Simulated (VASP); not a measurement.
Data:

```
CELL_PARAMETERS angstrom
      0.00000     2.10317     2.10317
      2.10317     0.00000     2.10317
      2.10317     2.10317     0.00000
ATOMIC_POSITIONS crystal
  Ti 0.00000 0.00000 0.00000
  N  0.51189 0.51189 0.48811
```

These are PBEsol GGA, VASP's PBE PAW potentials (set 64) (plane waves; VASP) values and carry that method's errors. Numerical set-up: 600 eV cut-off, 14×14×14 Γ-centred mesh, first-order Methfessel-Paxton smearing of 0.10 eV, potentials Ti_sv N.

Q: What does the run give for the energy per atom (σ→0), largest force, band gap (on the k-mesh) with the smallest direct gap where there is one?

A: 
```json
{
  "band gap (on the k-mesh)": "none (metal, semimetal or under 0.01 eV)",
  "energy per atom (σ→0)": "-10.382 eV/atom",
  "largest_force": "0.578 eV/Å"
}
```

Total energies compare only between runs with the same potentials, cut-off and functional.

The compound is TiN in the rock salt structure. This cell was strained or had an atom moved on purpose. The electron count is odd and the run is not spin-polarised, which forces a metal.
